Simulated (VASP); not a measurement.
Here is a VASP 6.6.1 calculation.

File INCAR:

```
SYSTEM = Si48H16CF4
PREC = Accurate
ENCUT = 400
EDIFF = 1E-7
ISMEAR = 0
SIGMA = 0.05
LREAL = Auto
LASPH = .TRUE.
NELM = 60
ALGO = Fast
ISIF = 2
LWAVE = .FALSE.
LCHARG = .FALSE.
GGA = PS
NBANDS = 160
ISYM = 0
NCORE = 4
```

File KPOINTS:

```
Automatic mesh
0
G
  1 1 1
  0 0 0
```

The input POSCAR:

```
Si48H16CF4                              
1.0
    7.6805938572      7.6805938572      0.0000000000
   -7.6805938572      7.6805938572      0.0000000000
    0.0000000000      0.0000000000     23.4276500000
  Si              H               C               F             
    48    16     1     4
Selective dynamics
Direct
     0.6984717310184224    0.2986960486883050    0.4072519387209604   T   T   T
     0.8185202396993057    0.6801541917807482    0.4108792332640457   T   T   T
     0.0585098700148196    0.9448518706417528    0.4096041016446933   T   T   T
     0.3070506427434069    0.1921908925136740    0.4303090754255487   T   T   T
     0.9659490551164363    0.5363949842226851    0.4408331311473698   T   T   T
     0.2103656266548456    0.7909889996658934    0.4224281977350934   T   T   T
     0.4630354174150627    0.0333410294640384    0.4448284212147353   T   T   T
     0.5506930454098378    0.4460402220504475    0.4184224525603059   T   T   T
     0.8798385758202050    0.3904957060576130    0.3766867597797248   T   T   T
     0.8763737868078760    0.8718876635247219    0.3746453008262493   T   T   T
     0.1359683719425918    0.1261931871247044    0.3749727513531895   T   T   T
     0.3753252205693646    0.3653529483602504    0.3771380739980282   T   T   T
     0.1123876796623552    0.6247029980292108    0.3773683358530779   T   T   T
     0.3765352197978427    0.8915832797640127    0.3784453031608371   T   T   T
     0.6054610396558279    0.1175336974098353    0.3786046368319897   T   T   T
     0.6263935447846106    0.6207103765788825    0.3757599585140717   T   T   T
     0.0005420486999004    0.2524116105281787    0.3226945462145800   T   T   T
     0.0046337018336015    0.7488873490276609    0.3127183640594701   T   T   T
     0.2521274447957494    0.9978241460864983    0.3135568319335241   T   T   T
     0.4990782747411878    0.2496370685965865    0.3149388619759564   T   T   T
     0.2479639591681081    0.4994211495684991    0.3241661989558328   T   T   T
     0.4977009357301421    0.7546989729248038    0.3237705781790738   T   T   T
     0.7446020223590264    0.0021070148753117    0.3224519342712214   T   T   T
     0.7507589115484562    0.4990967418312116    0.3132342068626939   T   T   T
     0.8732842781173709    0.1267205970961532    0.2644172781337620   T   T   T
     0.8761027957538943    0.6255544650078045    0.2572662743438960   T   T   T
     0.1254555604570297    0.8770757559847453    0.2569225910199454   T   T   T
     0.3753175637648179    0.1245333710902804    0.2574150103283459   T   T   T
     0.1259982231034880    0.3751322801853618    0.2631138465120568   T   T   T
     0.3739086231967333    0.6259314680206026    0.2651011413697380   T   T   T
     0.6247632730349242    0.8738345657385723    0.2630388936384725   T   T   T
     0.6221175429517243    0.3754438301472775    0.2582837729450189   T   T   T
     0.7500891583091766    0.2497684490016725    0.2029467815343428   T   T   T
     0.7485990412355568    0.7514623453776319    0.2022962075611958   T   T   T
     0.9967126010932187    0.0033740618141451    0.2028808328921824   T   T   T
     0.2488772583490505    0.2513898530036586    0.2023808125882848   T   T   T
     0.0023630527662040    0.4982746304191930    0.2022189832042054   T   T   T
     0.2516411163412537    0.7484132352757763    0.2027050837899076   T   T   T
     0.5016111449666196    0.9977538414380892    0.2021786862111134   T   T   T
     0.4968047604781258    0.5030330193247941    0.2031296716590774   T   T   T
     0.8750000000000000    0.3750000000000000    0.1455075519999980   F   F   F
     0.8750000000000000    0.8750000000000000    0.1455075519999980   F   F   F
     0.1250000000000000    0.1250000000000000    0.1455075519999980   F   F   F
     0.3750000000000000    0.3750000000000000    0.1455075519999980   F   F   F
     0.1250000000000000    0.6250000000000000    0.1455075519999980   F   F   F
     0.3750000000000000    0.8750000000000000    0.1455075519999980   F   F   F
     0.6250000000000000    0.1250000000000000    0.1455075519999980   F   F   F
     0.6250000000000000    0.6250000000000000    0.1455075519999980   F   F   F
     0.9516281893000027    0.2983718106999973    0.1067115139999970   F   F   F
     0.7983718106999973    0.4516281893000027    0.1067115139999970   F   F   F
     0.9516281893000027    0.7983718106999973    0.1067115139999970   F   F   F
     0.7983718106999973    0.9516281893000027    0.1067115139999970   F   F   F
     0.2016281893000027    0.0483718106999973    0.1067115139999970   F   F   F
     0.0483718106999973    0.2016281893000027    0.1067115139999970   F   F   F
     0.4516281893000027    0.2983718106999973    0.1067115139999970   F   F   F
     0.2983718106999973    0.4516281893000027    0.1067115139999970   F   F   F
     0.2016281893000027    0.5483718106999973    0.1067115139999970   F   F   F
     0.0483718106999973    0.7016281893000027    0.1067115139999970   F   F   F
     0.4516281893000027    0.7983718106999973    0.1067115139999970   F   F   F
     0.2983718106999973    0.9516281893000027    0.1067115139999970   F   F   F
     0.7016281893000027    0.0483718106999973    0.1067115139999970   F   F   F
     0.5483718106999973    0.2016281893000027    0.1067115139999970   F   F   F
     0.7016281893000027    0.5483718106999973    0.1067115139999970   F   F   F
     0.5483718106999973    0.7016281893000027    0.1067115139999970   F   F   F
     0.2413491985373229    0.7566646371942300    0.5031586506962774   T   T   T
     0.3261833134564979    0.6627777834804880    0.5082911991447997   T   T   T
     0.2883841624507680    0.8554352381634285    0.5322344715985694   T   T   T
     0.1384373587773225    0.7196807783421586    0.5325236030739826   T   T   T
     0.2550220122564380    0.2376165461832742    0.4926240258946702   T   T   T
```

Potentials or basis: VASP PAW PBE potentials, release 64 (Si, H, C, F).

The run is started by

```bash
$ cat potpaw_PBE.64/Si/POTCAR potpaw_PBE.64/H/POTCAR potpaw_PBE.64/C/POTCAR potpaw_PBE.64/F/POTCAR > POTCAR
$ mpirun -np 8 vasp_gam > vasp.out
```

(1) Predict the largest force.

(2) What does it give for the band gap on the k mesh?

Answers

(1) 0.406 eV/Å.

(2) 0.43 eV, direct.

Caveat: the PAW data sets were made with another functional, which shifts forces and pressure a little.
